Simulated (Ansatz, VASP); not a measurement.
**One calculation of Lu3Si, two programs**

```xyz
4
Lattice="-2.1798 2.1798 4.9244 2.1798 -2.1798 4.9244 2.1798 2.1798 -4.9244" Properties=species:S:1:pos:R:3 pbc="T T T"
Lu    0.0000    0.0000    4.9244
Lu    2.1798    0.0000    2.4622
Lu    0.0000    2.1798    2.4622
Si    0.0000    0.0000    0.0000
```

Change from the starting cell: volume scaled by 0.98.

Alike in both runs: task single point; functional PBE; k mesh 9 × 9 × 9; occupations fermi-dirac, width 0.05 eV; no spin polarisation.

|  | VASP | Ansatz |
| --- | --- | --- |
| version | VASP 6.6.1 | Ansatz 0.2.0 |
| potentials or method | VASP PAW PBE potentials, release 64 (Lu, Si) | Ansatz PAW |
| plane-wave cutoff (eV) | 520 | 420 |
| valence electrons in the cell | 79 | 79 |

```csv
,VASP,Ansatz,Ansatz less VASP
gap on the k mesh at the Fermi level (eV),none,none,-
pressure (GPa),0.8,0.5,-0.22
largest component of the traceless stress (GPa),0.05,0.07,+0.021
```

A gap of «none» marks a metal or a gap that the smearing closes. The functional is the same, so the differences come from potentials, cutoffs and numerics.

The runs have no spin-orbit coupling, so splittings on Lu are missing.
